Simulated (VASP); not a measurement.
```xyz
1
Lattice="0.0000 2.0477 2.0477 2.0477 0.0000 2.0477 2.0477 2.0477 0.0000" Properties=species:S:1:pos:R:3 pbc="T T T"
Ag     0.0000     0.0000     0.0000
```

Calculation: rev-vdW-DF2, VASP's PBE PAW potentials (set 64) (plane waves; VASP). Run with 520 eV cut-off, Gaussian smearing of 0.050 eV, potentials Ag.

### Question
Give the energies of bands 1 to 7 at the high-symmetry points, in eV from the Fermi level.

### Answer

```tsv
band	Γ	X	U	L	W
1	-7.78	-6.45	-6.03	-6.41	-5.71
2	-4.84	-6.32	-5.60	-4.87	-5.10
3	-4.84	-3.06	-4.12	-4.87	-5.10
4	-4.84	-2.82	-3.60	-3.03	-3.81
5	-3.82	-2.82	-3.10	-3.03	-2.82
6	-3.82	1.56	4.22	-0.41	5.87
7	16.06	6.59	5.14	3.46	5.87
```

It has no gap at this level: it comes out as a metal or semimetal.

The compound is Ag in the fcc structure. It was relaxed first.
